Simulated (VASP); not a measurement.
A VASP calculation is set up with these files.

### KPOINTS
```
Automatic
0
gamma
 11 11 9
0 0 0
```

### POSCAR
```
ZrB2
1
    1.5559708752    -2.6950210647     0.0000000000
    1.5559708752     2.6950210647     0.0000000000
    0.0000000000     0.0000000000     3.4797664903
Zr B
1 2
Direct
  0.0000000000   0.0000000000   0.0000000000
  0.3333330000   0.6666670000   0.5000000000
  0.6666670000   0.3333330000   0.5000000000
```

### INCAR
```
SYSTEM=ZrB2
PREC=Accurate; ENCUT=520; LREAL=F
LASPH=T
EDIFF=1E-7; NELM=100; ALGO=Normal
LMAXMIX=4
ISMEAR=1; SIGMA=0.1
GGA=PE; IVDW=12
IBRION=2; NSW=30; ISIF=4
EDIFFG=-0.01
LWAVE=F; LCHARG=F
```

POTCAR, in this order: Zr_sv B (PBE.64 set). Program: vasp_std.

**Question.** Write an equivalent input for Quantum ESPRESSO's pw.x.

**Answer.** One equivalent input (not run):
```
&CONTROL
  calculation = 'vc-relax'
  pseudo_dir = './pseudo'
  outdir = './out'
  tprnfor = .true.
  tstress = .true.
  nstep = 30
  forc_conv_thr = 0.00039
/
&SYSTEM
  ibrav = 0
  nat = 3
  ntyp = 2
  ecutwfc = 76
  occupations = 'smearing'
  smearing = 'methfessel-paxton'
  degauss = 0.00735
  input_dft = 'pbe'
  vdw_corr = 'grimme-d3'
  dftd3_version = 4
  dftd3_threebody = .false.
/
&ELECTRONS
  conv_thr = 7.3e-09
  electron_maxstep = 100
/
&IONS
/
&CELL
  cell_dofree = 'shape'
/
ATOMIC_SPECIES
  Zr 91.224 Zr.upf
  B 10.810 B.upf
CELL_PARAMETERS angstrom
     1.5559709   -2.6950211    0.0000000
     1.5559709    2.6950211    0.0000000
     0.0000000    0.0000000    3.4797665
ATOMIC_POSITIONS crystal
  Zr   0.0000000  0.0000000  0.0000000
  B    0.3333330  0.6666670  0.5000000
  B    0.6666670  0.3333330  0.5000000
K_POINTS automatic
  11 11 9 0 0 0
```
The two are equivalent in intent, not identical: the potentials are each code's own (VASP's PAW set, PseudoDojo norm-conserving files in pw.x), so ENCUT and ecutwfc are chosen apart and not converted; conv_thr bounds pw.x's estimated SCF error, while EDIFF bounds the energy change between steps; forc_conv_thr acts on force components and is met together with etot_conv_thr.

The compound is ZrB2 in the AlB2 type structure. This cell is one point of a volume scan, at 0.97 of the reference volume. Symmetry was kept, so distortions that lower it aren't found.
